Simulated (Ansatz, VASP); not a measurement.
# WO in VASP and in Ansatz

```
W O
1.0
     0.00000    2.41288    2.41288
     2.41288    0.00000    2.41288
     2.41288    2.41288    0.00000
W O
1 1
Direct
  0.00000 0.00000 0.00000
  0.25000 0.25000 0.25000
```

Alike in both runs: functional PBE; k mesh 10 × 10 × 10; occupations gaussian, width 0.02 eV; collinear spin; Hubbard terms W d U = 6.2 eV.

Ansatz relaxed the structure, and its values are those at the end. VASP's run is a single point on that final structure, the one shown.

|  | VASP | Ansatz |
| --- | --- | --- |
| version | VASP 6.6.1 | Ansatz 0.2.0 |
| potentials or method | VASP PAW PBE potentials, release 64 (W_sv, O) | scalar-relativistic, plane waves, PAW |
| plane-wave cutoff (eV) | 520 | 420 |
| valence electrons in the cell | 20 | 20 |

Ansatz gave:

* gap on the k mesh at the Fermi level (eV): 1.15
* least direct gap on the mesh (eV): 1.45
* pressure (GPa): 0.0
* net moment per atom (μB): 1.00
* size of the moment on the site where the two differ most (μB): 1.03

Task: What did VASP give for the same quantities?

Result: gap on the k mesh at the Fermi level (eV): 0.62; least direct gap on the mesh (eV): 1.09; pressure (GPa): 5.8; net moment per atom (μB): 1.00; size of the moment on the site where the two differ most (μB): 1.72.

Site moments also hang on the region over which each program counts them. The programs project onto different local orbitals, so the same U acts differently.

Caveats: spin-orbit coupling is left out, which moves the levels of the heavy elements. The state reached can hang on the start; a lower one may exist. A k mesh can miss the band edges.
